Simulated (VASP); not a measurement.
LiF (rock salt) is relaxed at rising pressure, each step from the one before. Symmetry mostly holds the structure type, and other phases were not tried. The mesh follows the cell, and a change of mesh leaves a small step in the series.

```
CELL_PARAMETERS angstrom
      0.00000     1.95058     1.95058
      1.95058     0.00000     1.95058
      1.95058     1.95058     0.00000
ATOMIC_POSITIONS crystal
  Li 0.00000 0.00000 0.00000
  F  0.50000 0.50000 0.50000
```

The numbers are results of LDA (Ceperley-Alder, Perdew-Zunger), VASP's LDA PAW potentials (set 64) (plane waves; VASP 6.6.1), not measurements. Numerical set-up: 620 eV cut-off, 12×12×12 Γ-centred mesh, Gaussian smearing of 0.050 eV, potentials Li_sv F.

| P (GPa) | V (Å³/atom) | H − H(0) (eV/atom) | space group | k-mesh |
|---|---|---|---|---|
| 0 | 7.42 | 0.000 | Fm-3m | 12×12×12 |
| 5 | … | … | Fm-3m | 12×12×12 |
| 10 | 6.75 | 0.445 | Fm-3m | 12×12×12 |
| 20 | 6.31 | 0.855 | Fm-3m | 12×12×12 |
| 30 | 5.98 | 1.241 | Fm-3m | 12×12×12 |
| 45 | … | … | Fm-3m | 13×13×13 |

### Question
Some entries are withheld; supply them.

### Answer

- 5, V (Å³/atom): 7.04
- 5, H − H(0) (eV/atom): 0.228
- 45, V (Å³/atom): 5.60
- 45, H − H(0) (eV/atom): 1.785

Pressures at which the relaxation failed are left out.

The compound is LiF in the rock salt structure.
